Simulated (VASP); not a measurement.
Given:

```
Nb
1.0
   -1.61691     1.63324     1.61691
    1.61691    -1.63324     1.61691
    1.61691     1.63324    -1.61691
Nb
1
Direct
  0.00000   0.00000   0.00000
```

Level of theory: PBEsol GGA, VASP's PBE PAW potentials (set 64) (plane waves; VASP 6.6.1). Numerical set-up: 480 eV cut-off, 14×14×14 Γ-centred mesh, first-order Methfessel-Paxton smearing of 0.10 eV, potentials Nb_sv.

**Question.** Predict the energy per atom (σ→0), pressure, band gap (on the k-mesh) with the smallest direct gap where there is one.

**Answer.** 
```yaml
band gap (on the k-mesh): none (metal, semimetal or under 0.01 eV)
energy per atom (σ→0): -10.940 eV/atom
pressure: 4.20 GPa
```

Total energies compare only between runs with the same potentials, cut-off and functional.

The compound is Nb in the bcc structure. This cell was strained or had an atom moved on purpose.
